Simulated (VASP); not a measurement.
# Mg6TiCu (Amm2) in VASP: band structure with PBE+D3(BJ)

Aim: the band structure of Mg6TiCu with PBE+D3(BJ).

All numbers are computed with VASP 6.6.1; they aren't measurements. Logs are shortened: lines on timing, memory, paths and dates and some standing lists are left out, and cuts for length are marked.

### Step 1. The structure

Symmetry: Amm2, No. 38, orthorhombic system. The conventional cell has a = 4.854 Å, b = 6.145 Å, c = 10.812 Å, α = 90.00°, β = 90.00°, γ = 90.00°. Mg (site symmetry mm2) has 10 Mg at 3.02 to 3.15 Å and 2 Ti at 3.08 Å as nearest neighbours. Mg (site symmetry m) is surrounded by 8 Mg at 2.96 to 3.19 Å and 2 Ti at 2.99 to 3.23 Å and 2 Cu at 3.05 Å. Mg (site symmetry mm2) is surrounded by 10 Mg at 3.02 to 3.13 Å and 2 Cu at 3.08 Å. Cu (site symmetry mm2) is surrounded by 2 Ti at 2.85 Å and 8 Mg at 2.90 to 3.08 Å. Ti (site symmetry mm2) is surrounded by 2 Cu at 2.85 Å and 10 Mg at 2.99 to 3.23 Å. Mg (site symmetry m) has 2 Cu at 2.90 to 3.32 Å and 8 Mg at 2.98 to 3.17 Å and 2 Ti at 3.01 Å as nearest neighbours.

The cell comes from a database or a generator and needn't be the stable form of this composition.

### Step 2. Band structure, PBE+D3(BJ)

run.py

```python
from ase.calculators.vasp import Vasp
from ase.dft.bandgap import bandgap
from ase.io import read

atoms = read('Mg6TiCu.cif', primitive_cell=True, subtrans_included=False)
calc = Vasp(
    directory='calc',
    xc='pbe',
    pp='PBE',
    setups='recommended',
    prec='Accurate',
    encut=520,
    ediff=1e-07,
    ismear=1,
    sigma=0.2,
    lreal=False,
    lasph=True,
    nelm=100,
    algo='Fast',
    isif=2,
    lwave=False,
    lcharg=True,
    lmaxmix=4,
    ivdw=12,
    kpts=[5, 5, 6],
    gamma=True,
)
atoms.calc = calc

print('energy (eV):', atoms.get_potential_energy())
print('free energy (eV):', atoms.get_potential_energy(force_consistent=True))
efermi = calc.get_fermi_level()
print('Fermi level (eV):', efermi)
path = atoms.cell.bandpath(npoints=40, eps=1e-4)
print('path:', path.path)
calc.set(kpts=path.kpts, reciprocal=True, icharg=11, isym=0, lcharg=False)
calc.calculate(atoms)
print('gap on the path (eV):', bandgap(calc, efermi=efermi)[0])
print('direct gap on the path (eV):', bandgap(calc, efermi=efermi, direct=True)[0])
```

Mg6TiCu.cif

```cif
data_Mg6TiCu
_cell_length_a 4.85449600
_cell_length_b 6.14522400
_cell_length_c 10.81239200
_cell_angle_alpha 90.00000000
_cell_angle_beta 90.00000000
_cell_angle_gamma 90.00000000
_space_group_name_H-M_alt 'Amm2'
_space_group_name_Hall 'A 2 -2'
_space_group_IT_number 38
loop_
_space_group_symop_operation_xyz
'x,y,z'
'-x,-y,z'
'-x,y,z'
'x,-y,z'
'x,y+1/2,z+1/2'
'-x,-y+1/2,z+1/2'
'-x,y+1/2,z+1/2'
'x,-y+1/2,z+1/2'
loop_
_atom_site_label
_atom_site_type_symbol
_atom_site_symmetry_multiplicity
_atom_site_Wyckoff_symbol
_atom_site_fract_x
_atom_site_fract_y
_atom_site_fract_z
_atom_site_occupancy
Cu1 Cu 2 a 0.0000000000 0.5000000000 0.3161660000 1
Ti1 Ti 2 b 0.5000000000 0.5000000000 0.1776490000 1
Mg1 Mg 2 b 0.5000000000 0.0000000000 0.1660570000 1
Mg2 Mg 4 e 0.5000000000 0.7404930000 0.4176420000 1
Mg3 Mg 2 a 0.0000000000 0.0000000000 0.3317960000 1
Mg4 Mg 4 d 0.0000000000 0.2576980000 0.0865240000 1
```

Potentials or basis: VASP PAW PBE potentials, release 64 (Mg, Cu, Ti_sv).

The run is started by

```bash
python run.py
```

Standard output:

```text
energy (eV): -22.47834784
free energy (eV): -22.48340758
Fermi level (eV): 3.60717521
path: GXSRAZGYX1A1TY,ZT
gap on the path (eV): 0.0
direct gap on the path (eV): 0.0
```

OUTCAR:

```text
ENCUT = 520.000000
   EDIFF = 1.00e-07
   GGA = PE
   PREC = Accurate
   ICHARG = 11
   ISIF = 2
   ISMEAR = 1
   ISYM = 0
   NELM = 100
   IVDW = 12
   LASPH = .TRUE.
   LREAL = .FALSE.
 IVDW          = 12

 ion  position               nearest neighbor table
   1  0.834  0.166  0.500-   4 3.02   4 3.02   6 3.02   5 3.02   5 3.02   6 3.02   2 3.07   3 3.07
                             8 3.08   8 3.08   2 3.15   3 3.15
   2  0.323  0.158  0.500-   3 2.96   8 2.99   5 3.04   5 3.04   7 3.05   7 3.05   4 3.05   4 3.05
                             1 3.07   1 3.15   3 3.19   8 3.23
   3  0.842  0.677  0.500-   2 2.96   8 2.99   6 3.04   6 3.04   7 3.05   7 3.05   4 3.05   4 3.05
                             1 3.07   1 3.15   2 3.19   8 3.23
   4  0.668  0.332  0.000-   1 3.02   1 3.02   3 3.05   2 3.05   2 3.05   3 3.05   7 3.08   7 3.08
                             6 3.09   5 3.09   6 3.13   5 3.13
   5  0.171  0.344  0.000-   7 2.90   6 2.98   8 3.01   8 3.01   1 3.02   1 3.02   2 3.04   2 3.04
                             4 3.09   4 3.13   6 3.17
   6  0.656  0.829  0.000-   7 2.90   5 2.98   8 3.01   8 3.01   1 3.02   1 3.02   3 3.04   3 3.04
                             4 3.09   4 3.13   5 3.17
   7  0.184  0.816  0.000-   8 2.85   8 2.85   5 2.90   6 2.90   2 3.05   2 3.05   3 3.05   3 3.05
                             4 3.08   4 3.08
   8  0.322  0.678  0.500-   7 2.85   7 2.85   2 2.99   3 2.99   5 3.01   5 3.01   6 3.01   6 3.01
                             1 3.08   1 3.08   3 3.23   2 3.23

IMPORTANT INFORMATION: All symmetrisations will be switched off!
NOSYMM: (Re-)initialisation of all symmetry stuff for point group C_1.

----------------------------------------------------------------------------------------

                                     Primitive cell

  volume of cell :     161.2775

  direct lattice vectors                    reciprocal lattice vectors
     0.000000000  3.072612000 -5.406196000     0.000000000  0.162727998 -0.092486473
     0.000000000  3.072612000  5.406196000     0.000000000  0.162727998  0.092486473
     4.854496000  0.000000000  0.000000000     0.205994608  0.000000000  0.000000000

  length of vectors
     6.218351847  6.218351847  4.854496000     0.187174114  0.187174114  0.205994608

  position of ions in fractional coordinates (direct lattice)
     0.833943000  0.166057000  0.500000000
     0.322851000  0.158135000  0.500000000
     0.841865000  0.677149000  0.500000000
     0.668204000  0.331796000  0.000000000
     0.171174000  0.344222000  0.000000000
     0.655778000  0.828826000  0.000000000
     0.183834000  0.816166000  0.000000000
     0.322351000  0.677649000  0.500000000

  ion indices of the primitive-cell ions
   primitive index   ion index
                 1           1
                 2           2
                 3           3
                 4           4
                 5           5
                 6           6
                 7           7
                 8           8

----------------------------------------------------------------------------------------

 KPOINTS: KPOINTS created by Atomic Simulation Env

Read explicit list of k-points.

 Found     40 k-points:

 Following reciprocal coordinates:
            Coordinates               Weight
  0.000000  0.000000  0.000000      0.025000
  0.110252  0.110252  0.000000      0.025000
  0.220504  0.220504  0.000000      0.025000
  0.330755  0.330755  0.000000      0.025000
  0.000000  0.500000  0.000000      0.025000
  0.000000  0.500000  0.166667      0.025000
[... 16 lines left out ...]
 -0.330755  0.669245  0.100000      0.025000
 -0.330755  0.669245  0.200000      0.025000
 [... further k-points ...]
   k-points           NKPTS =     40   k-points in BZ     NKDIM =     40   number of bands    NBANDS=     22
   number of dos      NEDOS =    301   number of ions     NIONS =      8
   total plane-waves  NPLWV =  82944
   dimension x,y,z NGX =    48 NGY =   48 NGZ =   36
   dimension x,y,z NGXF=    96 NGYF=   96 NGZF=   72
   ions per type =               6   1   1
   NGX,Y,Z   is equivalent  to a cutoff of  12.83, 12.83, 12.33 a.u.
   NGXF,Y,Z  is equivalent  to a cutoff of  25.67, 25.67, 24.66 a.u.
 SYSTEM =  unknown system
   PREC   = accura    normal or accurate (medium, high low for compatibility)
   ISTART =      0    job   : 0-new  1-cont  2-samecut
   ICHARG =     11    charge: 1-file 2-atom 10-const
   ISPIN  =      1    spin polarized calculation?
   LNONCOLLINEAR =      F non collinear calculations
   LSORBIT =      F    spin-orbit coupling
   LASPH  =      T    aspherical Exc in radial PAW
   ENCUT  =  520.0 eV  38.22 Ry    6.18 a.u.  11.56 11.56  9.03*2*pi/ulx,y,z
   NELM   =    100;   NELMIN=  2; NELMDL=  0     # of ELM steps
   EDIFF  = 0.1E-06   stopping-criterion for ELM
   LREAL  =      F    real-space projection
   EDIFFG = 0.1E-05   stopping-criterion for IOM
   NSW    =      0    number of steps for IOM
   IBRION =     -1    ionic relax: 0-MD 1-quasi-New 2-CG
   NFREE  =      0    steps in history (QN), initial steepest desc. (CG)
   ISIF   =      2    stress and relaxation
   ISYM   =      0    0-nonsym 1-usesym 2-fastsym
   POTIM  = 0.5000    time-step for ionic-motion
   TEBEG  =    0.0;   TEEND  =   0.0 temperature during run
   PSTRESS=    0.0 pullay stress
   NELECT =      35.0000    total number of electrons
   NUPDOWN=      -1.0000    fix difference up-down
   EMIN   =  10.00;   EMAX   =-10.00  energy-range for DOS
   EFERMI =   0.00;   METHOD = LEGACY
   ISMEAR =     1;   SIGMA  =   0.20  broadening in eV -4-tet -1-fermi 0-gaus
   EFERMI_NEDOS =   21; number of points for ismear=-14 and -15
   IALGO  =     68    algorithm
   IMIX   =      4    mixing-type and parameters
     AMIX     =   0.40;   BMIX     =  1.00
     AMIX_MAG =   1.60;   BMIX_MAG =  1.00
  volume/ion in A,a.u.               =      20.16       136.04
  Fermi-wavevector in a.u.,A,eV,Ry     =   0.983799  1.859110 13.168536  0.967860
  Thomas-Fermi vector in A             =   2.114984
   LORBIT       =      0    0 simple, 1 ext, 2 COOP (PROOUT), +10 PAW based schemes
   GGA     = PE    functional components
   LHFCALC =     F    Hartree Fock is set to
   AEXX    =    0.0000 exact exchange contribution
   IVDW    =    12    specifies the selected vdW correction
   LEPSILON=     F    determine dielectric tensor
   LRPA    =     F    only Hartree local field effects (RPA)
 non-spin polarized calculation
 RMM-DIIS sequential band-by-band and
 Methfessel and Paxton  Order N= 1 SIGMA  =   0.20
  energy-cutoff  :      520.00
  volume of cell :      161.28
 maximum number of plane-waves:      4376
 NGX is ok and might be reduce to    48

 number of electron      35.0000006 magnetization

 Free energy of the ion-electron system (eV)
  ---------------------------------------------------
  ext. energy  EPLUGINS =         0.00000000
  ---------------------------------------------------
  free energy    TOTEN  =       -19.56858553 eV

  energy without entropy =      -19.56816178  energy(sigma->0) =      -19.56844428

 E-fermi :   3.6072     XC(G=0):  -9.2624

 val. band max:        3.6058904672   @ k =   0.0000   0.5000   0.0000
 cond. band min:       3.6098186311   @ k =  -0.1000   0.1000   0.5000
 fundamental gap:      0.0039281639
 Fermi energy:         3.6071927186

 k-point     1 :       0.0000    0.0000    0.0000
  band No.  band energies     occupation
      1     -53.5702      2.00000
      2     -29.8960      2.00000
      3     -29.8097      2.00000
      4     -29.7579      2.00000
      5      -3.4415      2.00000
      6       0.4839      2.00000
[... 14 lines left out ...]
     21       4.7019     -0.00000
     22       4.8560     -0.00000

 k-point     2 :       0.1103    0.1103    0.0000
  band No.  band energies     occupation
      1     -53.5702      2.00000
      2     -29.8960      2.00000
      3     -29.8098      2.00000
      4     -29.7580      2.00000
      5      -3.2439      2.00000
      6       0.0236      2.00000
[... 14 lines left out ...]
     21       4.7596     -0.00000
     22       4.9427     -0.00000

 k-point     3 :       0.2205    0.2205    0.0000
  band No.  band energies     occupation
      1     -53.5702      2.00000
      2     -29.8960      2.00000
      3     -29.8098      2.00000
      4     -29.7580      2.00000
      5      -2.6586      2.00000
      6      -1.0106      2.00000
[... 14 lines left out ...]
     21       4.6863     -0.00000
     22       5.4464     -0.00000
[... 476 lines left out ...]
 k-point    23 :      -0.3308    0.6692    0.1000
  band No.  band energies     occupation
      1     -53.5702      2.00000
      2     -29.8961      2.00000
      3     -29.8098      2.00000
      4     -29.7580      2.00000
      5      -1.7479      2.00000
      6      -1.6449      2.00000
[... 14 lines left out ...]
     21       4.7695     -0.00000
     22       5.0386     -0.00000

 k-point    24 :      -0.3308    0.6692    0.2000
  band No.  band energies     occupation
      1     -53.5702      2.00000
      2     -29.8964      2.00000
      3     -29.8098      2.00000
      4     -29.7580      2.00000
      5      -1.5697      2.00000
      6      -1.4616      2.00000
[... 14 lines left out ...]
     21       4.7771     -0.00000
     22       5.0978     -0.00000

 [... further k-points ...]

------------------------ aborting loop because EDIFF is reached ----------------------------------------

 Edisp (eV)   -2.76415

 E8    (eV) :    -1.2209

  FORCE on cell =-STRESS in cart. coord.  units (eV):
  Direction    XX          YY          ZZ          XY          YZ          ZX
  --------------------------------------------------------------------------------------
  -------------------------------------------------------------------------------------
  Total      -7.86474    -5.59797   -10.10467    -0.05441    -1.05436     0.00008
  in kB     -78.13059   -55.61191  -100.38273    -0.54049   -10.47432     0.00075
  external pressure =      -78.04 kB  Pullay stress =        0.00 kB

 VOLUME and BASIS-vectors are now :
 -----------------------------------------------------------------------------
  energy-cutoff  :      520.00
  volume of cell :      161.28
      direct lattice vectors                 reciprocal lattice vectors
     0.000000000  3.072612000 -5.406196000     0.000000000  0.162727998 -0.092486473
     0.000000000  3.072612000  5.406196000     0.000000000  0.162727998  0.092486473
     4.854496000  0.000000000  0.000000000     0.205994608  0.000000000  0.000000000

 POSITION                                       TOTAL-FORCE (eV/Angst)
 -----------------------------------------------------------------------------------
      2.42725      3.07261     -3.61072         0.000085     -0.002842     -0.063529
      2.42725      1.47788     -0.89049         0.000276      0.060967      0.116473
      2.42725      4.66734     -0.89049        -0.000179     -0.053157      0.112930
      0.00000      3.07261     -1.81869        -0.000019     -0.001475      0.059004
      0.00000      1.58361      0.93553         0.002734     -0.071201     -0.119129
      0.00000      4.56161      0.93553        -0.003138      0.064428     -0.110516
      0.00000      3.07261      3.41851        -0.000155     -0.010404     -0.083236
      2.42725      3.07261      1.92081         0.000395      0.013683      0.088002
 -----------------------------------------------------------------------------------
    total drift:                               -0.000107      0.002113     -0.011802

  FREE ENERGIE OF THE ION-ELECTRON SYSTEM (eV)
  ---------------------------------------------------
  free  energy   TOTEN  =       -22.3327373748 eV

  energy  without entropy=      -22.3323136228  energy(sigma->0) =      -22.33259612
```

INCAR:

```text
ENCUT = 520.000000
SIGMA = 0.200000
EDIFF = 1.00e-07
ALGO = Fast
GGA = PE
PREC = Accurate
ICHARG = 11
ISIF = 2
ISMEAR = 1
ISYM = 0
LMAXMIX = 4
NELM = 100
IVDW = 12
LASPH = .TRUE.
LCHARG = .FALSE.
LWAVE = .FALSE.
LREAL = .FALSE.
```

It took 22 min on 1 thread of Intel Xeon Platinum 8559C (Emerald Rapids), shared host; peak memory 0.36 GiB.

What came out:

```yaml
Band_gap_along_the_path: none (metal or under the smearing width)
Dispersion_energy_per_atom: -0.346 eV
```

Levels at the corners of the path, in eV from the Fermi level:
| point | band 15 | band 16 | band 17 | band 18 | band 19 | band 20 |
| --- | --- | --- | --- | --- | --- | --- |
| Γ | -1.51 | -1.48 | -1.09 | -0.23 | 0.13 | 0.23 |
| X | -0.65 | -0.47 | -0.34 | 0.60 | 0.81 | 1.10 |
| S | -0.62 | -0.20 | 0.00 | 0.32 | 0.73 | 0.75 |
| R | -1.59 | -1.54 | -1.37 | 0.01 | 0.64 | 0.65 |
| A | -2.50 | -0.29 | 0.07 | 0.19 | 0.35 | 0.64 |
| Z | -1.01 | -0.91 | -0.90 | -0.57 | -0.31 | -0.18 |
| Γ | -1.51 | -1.48 | -1.09 | -0.23 | 0.13 | 0.23 |
| Y | -0.60 | -0.28 | 0.17 | 0.18 | 0.62 | 0.75 |
| X1 | -0.65 | -0.47 | -0.34 | 0.60 | 0.81 | 1.10 |
| A1 | -2.50 | -0.29 | 0.07 | 0.19 | 0.35 | 0.64 |
| T | -1.63 | -1.50 | -1.10 | 0.15 | 0.64 | 0.74 |
| Y | -0.60 | -0.28 | 0.17 | 0.18 | 0.62 | 0.75 |
| Z | -1.01 | -0.91 | -0.90 | -0.57 | -0.31 | -0.18 |
| T | -1.63 | -1.50 | -1.10 | 0.15 | 0.64 | 0.74 |

Caveat: the log is that of the step along the path at fixed density, whose energy, stress, charges and moments have no meaning; pairwise dispersion overbinds metals, which lowers pressure and volume.
